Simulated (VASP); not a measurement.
Here is the system:

```
CELL_PARAMETERS angstrom
      3.81141     0.00000     0.00000
      0.00000     3.81141     0.00000
      0.00000     0.00000     3.81141
ATOMIC_POSITIONS crystal
  Ag 0.00000 0.00000 0.00000
  La 0.50000 0.50000 0.50000
```

These are r2SCAN meta-GGA, VASP's PBE PAW potentials (set 64) (plane waves; VASP 6.6.1) values and carry that method's errors. Run with 400 eV cut-off, 11×11×11 Γ-centred mesh, tetrahedra with Blöchl corrections, potentials Ag La.

Question: Estimate the energy per atom (σ→0), band gap (over mesh and band path) with the smallest direct gap where there is one.

Answer: 
```yaml
band gap (over mesh and band path): none (metal, semimetal or under 0.01 eV)
energy per atom (σ→0): -25.820 eV/atom
```

Only differences to runs with the same potentials and settings are physical.

The structure comes from a measured LaAg entry (Pm-3m) of the Crystallography Open Database, whose conditions weren't checked. It was relaxed first.
